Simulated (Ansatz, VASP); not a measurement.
# Si in two plane-wave programs, part 2 of 2

One calculation is typed for both programs; each brings its own data sets. How far apart do they land? The structure shown is frame 338 of Ansatz's trajectory.

VASP 6.6.1 and Ansatz 0.2.0.

So far: The structure; Ansatz: dynamics, PBE.

## (3) VASP: single point, PBE

Level of this step: PBE; plane waves and PAW (Si) (VASP).

The same cell, functional, mesh and smearing now go to VASP, with its own data sets.

Lines of VASP's logs that name or quote its potential files are left out, and so is its time.

INCAR

```
SYSTEM = Si
PREC = Accurate
ENCUT = 400
EDIFF = 1E-06
NELM = 120
ISMEAR = -1
SIGMA = 0.15
LREAL = Auto
ALGO = Normal
GGA = PE
NBANDS = 208
LORBIT = 11
LWAVE = .FALSE.
LCHARG = .FALSE.
ISIF = 2
LASPH = .TRUE.
GGA_COMPAT = .FALSE.
NCORE = 2
```

POSCAR

```
Si
1.0
   11.1310000000      0.0000000000      0.0000000000
    0.0000000000     11.1310000000      0.0000000000
    0.0000000000      0.0000000000     11.1310000000
Si
76
Direct
    0.3792830833      0.6989578654      0.1106189920
    0.1366274369      0.3855628425      0.2999640643
    0.8899200431      0.3269427724      0.7889677477
    0.6189291169      0.5616117150      0.6783487557
    0.9527535711      0.9413080586      0.4145180128
    0.8586290540      0.2792561315      0.2608031623
    0.6791573084      0.6408408948      0.4657263498
    0.7791662923      0.8104303297      0.5303566616
    0.2275716468      0.3579552601      0.4840355763
    0.8462132782      0.2209145629      0.6098912946
    0.1389183362      0.0079148324      0.2857155691
    0.6844398527      0.7544605157      0.7617195221
    0.8066570838      0.0471206540      0.0951217321
    0.2776929297      0.5323151559      0.8836402839
    0.9134489264      0.7924355404      0.2868565268
    0.9506153984      0.6163058126      0.1485850328
    0.4909891295      0.2773605247      0.0250831012
    0.9506153984      0.0024256581      0.9116072231
    0.9930733986      0.5343634894      0.3552600844
    0.3051298176      0.0512173210      0.5150211122
    0.3137992993      0.2480100620      0.8230527356
    0.0652412182      0.8101069086      0.1625460426
    0.1675770371      0.6724373372      0.4619171683
    0.7369149223      0.6118497889      0.9741802174
    0.0581798581      0.3439852664      0.6826790046
    0.5136735244      0.5611715030      0.8825172940
    0.0467702812      0.5430150031      0.5621687180
    0.1771449106      0.4819153715      0.1094331147
    0.3466445063      0.4879885006      0.3030994520
    0.6425658072      0.1709010871      0.6476057856
    0.1134758782      0.7018417034      0.7755906927
    0.2456472913      0.0103854101      0.0904051747
    0.7003144372      0.2854550355      0.9208696433
    0.1378492498      0.0971431138      0.8267990297
    0.6379121373      0.9662204654      0.3184619531
    0.7426107268      0.9956877190      0.6207798042
    0.5462132782      0.3607762106      0.7933878358
    0.8669032432      0.3732189381      0.0335010332
    0.4770550714      0.5859221993      0.4529781691
    0.4114634804      0.2356392058      0.4241308059
    0.4363040158      0.4391609020      0.6009433115
    0.3919953284      0.9073578295      0.2336896954
    0.0981133771      0.1560327015      0.5911328722
    0.2669571467      0.4525199892      0.6994250292
    0.3852843410      0.8654208966      0.4541460785
    0.9829036026      0.1801365556      0.0201958494
    0.6198903962      0.1957865421      0.3509388195
    0.5585212470      0.8096756805      0.5841074477
    0.1863803791      0.6537328183      0.2564100261
    0.8156230348      0.8551522774      0.0155960830
    0.5911598239      0.9361243374      0.0978887791
    0.4718803342      0.0466265385      0.8685562843
    0.2823645674      0.6889677477      0.6394753391
    0.4156949061      0.9083909801      0.7151019675
    0.2012757165      0.9402389722      0.6942772437
    0.0901176893      0.2111041236      0.2217680352
    0.9926601384      0.9803252179      0.6829305543
    0.2177701914      0.2893360884      0.0464648280
    0.4245171144      0.7214715659      0.8272572096
    0.5745575420      0.4086515138      0.3373281826
    0.1423861288      0.6553948432      0.0050669302
    0.9266463031      0.5389991914      0.9002425658
    0.4290539934      0.2055161261      0.6766058755
    0.7361333214      0.6492767945      0.2648099901
    0.7598328991      0.4199982032      0.6223250382
    0.6012397808      0.1345701195      0.1528434103
    0.8775941065      0.6060551613      0.7033150660
    0.8416943671      0.1131165214      0.4163687000
    0.7659150121      0.4401850687      0.3892642171
    0.6688797053      0.0548108885      0.8819333393
    0.1534633007      0.8632108526      0.9633725631
    0.1339861648      0.8796514240      0.5073398616
    0.4004042763      0.4579103405      0.0833258467
    0.9241397898      0.8172940437      0.7204024796
    0.5870272213      0.6131344893      0.1052286407
    0.6406522325      0.4205462223      0.1466624742
```

KPOINTS

```
Automatic mesh
0
Gamma
1 1 1
0 0 0
```

The projector-augmented-wave data sets are Si (PBE family, release 64).

Launch:

```console
$ mpirun -np 8 vasp_gam
```

Numbers of over 12 decimals in the logs are rounded to 6 here.

Output:

```text
[banner, memory and clock lines left out]
running    8 mpi-ranks, on    1 nodes
[...]
LDA part: xc-table for (Slater+PW92), standard interpolation
 POSCAR, INCAR and KPOINTS ok, starting setup
[...]
entering main loop
       N       E                     dE             d eps       ncg     rms          rms(c)
DAV:   1     0.127537166570E+04    0.12754E+04   -0.11487E+05   416   0.106E+03
DAV:   2    -0.204729630176E+03   -0.14801E+04   -0.13707E+04   544   0.196E+02
DAV:   3    -0.363974740895E+03   -0.15925E+03   -0.15130E+03   528   0.572E+01
DAV:   4    -0.369744730326E+03   -0.57700E+01   -0.56630E+01   504   0.121E+01
[...]
DAV:  14    -0.363432303905E+03   -0.17696E-04   -0.80610E-05   480   0.158E-02    0.171E-02
DAV:  15    -0.363432307263E+03   -0.33587E-05   -0.13760E-05   488   0.659E-03    0.691E-03
DAV:  16    -0.363432307448E+03   -0.18458E-06   -0.27124E-06   344   0.295E-03
   1 F= -.36343231E+03 E0= -.36226575E+03  d E =-.233312E+01
```

Parts of OUTCAR (step 3):

```text
  Total       -2.4488960     21.7504494      0.5506560     -2.2272061      5.8997683     -6.6682269
  in kB       -2.8449745     25.2683143      0.6397177     -2.5874290      6.8539824     -7.7467297
  external PRESSURE =       7.6876858 kB  Pullay stress =       0.0000000 kB

 POSITION                                       TOTAL-FORCE (eV/Angst)
 -----------------------------------------------------------------------------------
      4.22180      7.78010      1.23130         0.126320      0.328594      0.149344
      1.52080      4.29170      3.33890        -0.277139      1.683038      0.361203
      9.90570      3.63920      8.78200        -1.268447      0.407804      1.308329
      6.88930      6.25130      7.55070        -0.434977      0.173008      0.102991
     10.60510     10.47770      4.61400         0.655425      0.426015      0.659798
      9.55740      3.10840      2.90300         0.148110     -0.296086     -0.195333
      7.55970      7.13320      5.18400         0.090723     -0.664610      0.095649
      8.67290      9.02090      5.90340         0.689326      0.328080      0.138150
      2.53310      3.98440      5.38780         0.637807      0.037490      0.405723
      9.41920      2.45900      6.78870         0.114146     -0.401029     -0.453150
      1.54630      0.08810      3.18030        -0.034939     -0.043012     -0.074551
      7.61850      8.39790      8.47870         0.517143      0.022399      0.798088
      8.97890      0.52450      1.05880        -0.640241      1.002777      0.673496
      3.09100      5.92520      9.83580         0.560090      0.462619      1.105109
[...]
-----------------------------------------------------------------------------------
    total drift:                                0.011458     -0.002155      0.003162

  FREE ENERGIE OF THE ION-ELECTRON SYSTEM (eV)
  ---------------------------------------------------
  free  energy   TOTEN  =      -363.4323074480 eV

  energy  without entropy=     -361.0991860800  energy(sigma->0) =     -362.26574676

[... 3 further parts left out ...]
[key lines of the parts left out:]
E-fermi :   6.9924
```

The gap is under twice the smearing width, so the edge states are partly filled and the run can't tell a small gap from a semimetal.

## (4) Side by side

Known differences besides the potentials themselves: the cutoff is 420 eV in Ansatz and 400 eV in VASP (PREC = Accurate, projectors in real space). Total energies have different zeros and are not compared.

Forces on 7 of the 76 atoms, those with the largest forces and the largest differences (eV/Å; atoms numbered as in POSCAR):

```csv
atom,"Ansatz x, y, z","VASP x, y, z"
Si15,"-2.486, -0.950, 0.032","-2.475, -0.944, 0.026"
Si21,"-1.553, 0.780, 2.368","-1.540, 0.775, 2.352"
Si26,"1.546, -2.312, 0.722","1.536, -2.299, 0.714"
Si57,"0.556, 5.174, -1.268","0.547, 5.143, -1.258"
Si59,"-1.574, 2.158, -0.626","-1.568, 2.139, -0.620"
Si63,"2.250, -1.186, -2.425","2.244, -1.181, -2.412"
Si74,"-2.406, -4.828, 1.035","-2.395, -4.799, 1.027"
```

The forces differ by 5.9 meV/Å r.m.s., which is 0.6 % of the r.m.s. force of 0.971 eV/Å (both taken over all components).

## (5) What came out

```
r.m.s. force difference (single point, PBE) : 0.61 % of the r.m.s. force
```

In words: The r.m.s. force difference is 0.61 % of the r.m.s. force (single point, PBE), within the 3 % picked in this series as the mark of a large difference. 2 further runs of this series are not shown here. Such differences can come from data sets, numerical settings and the points named under the comparisons, not from the functional's error against experiment.

[Lines on the potential files, build, host, timing and source positions are cut from VASP's logs without a mark.]

[Logs are printed without paths, hosts, clocks, repeated set-up lines and the standing remarks that a program may print on its own settings, such as how far it seeks lower states.]

[Hosts, paths, dates, database ids (printed as entryN), source tags and the programs' standing remarks are cut or masked in the printed files.]
